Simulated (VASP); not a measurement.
Input:

```
GaSb
1.0
    0.00000     3.20682     3.20682
    3.20682     0.00000     3.20682
    3.20682     3.20682     0.00000
Ga Sb
1 1
Cartesian
  0.00000   0.00000   0.00000
  1.60341   1.60341   1.60341
```

The numbers are results of vdW-DF2, VASP's PBE PAW potentials (set 64) (plane waves; VASP 6.6.1), not measurements. Run with 520 eV cut-off, Gaussian smearing of 0.050 eV, potentials Ga_d Sb.

Q: Give the energies of bands 7 to 12 at the high-symmetry points, in eV from the Fermi level.

A: 
```tsv
band	Γ	X	U	L	W
7	-1.24	-6.34	-6.21	-5.83	-6.26
8	0.00	-2.10	-2.93	-0.94	-2.72
9	0.00	-2.10	-1.78	-0.94	-2.52
10	0.00	0.95	1.42	0.00	3.02
11	2.79	1.48	3.58	3.73	4.02
12	2.79	7.63	5.92	3.73	4.25
```

It has no gap at this level: it comes out as a metal or semimetal.

The compound is GaSb in the zinc blende structure. It was relaxed first, which changed the volume by +16 %.
